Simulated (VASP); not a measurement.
Input:

```yaml
crystal:
  lattice:
    - [0.00000, 3.19545, 3.19545]
    - [3.19545, 0.00000, 3.19545]
    - [3.19545, 3.19545, 0.00000]
  atoms:
    - { symbol: Ba, position: [0.00000, 0.00000, 0.00000] }
    - { symbol: S, position: [0.50000, 0.50000, 0.50000] }
```

These are HSEsol screened hybrid, VASP's PBE PAW potentials (set 64) (plane waves; VASP) values and carry that method's errors. Settings: 520 eV cut-off, 6×6×6 Γ-centred mesh, Gaussian smearing of 0.050 eV, potentials Ba_sv S.

Unless said otherwise, spin-orbit coupling is left out, though it shifts the bands of the heavy elements here.

**Question.** Estimate the energy per atom (σ→0), band gap (on the k-mesh) with the smallest direct gap where there is one.

**Answer.** 
```yaml
band gap (on the k-mesh): 2.93 eV
smallest direct gap (on the k-mesh): 3.09 eV
energy per atom (σ→0): -576.7 kJ/mol of atoms
```

The compound is BaS in the rock salt structure. This cell is one point of a volume scan, at 0.97 of the reference volume. The cell's shape comes from a PBE relaxation.
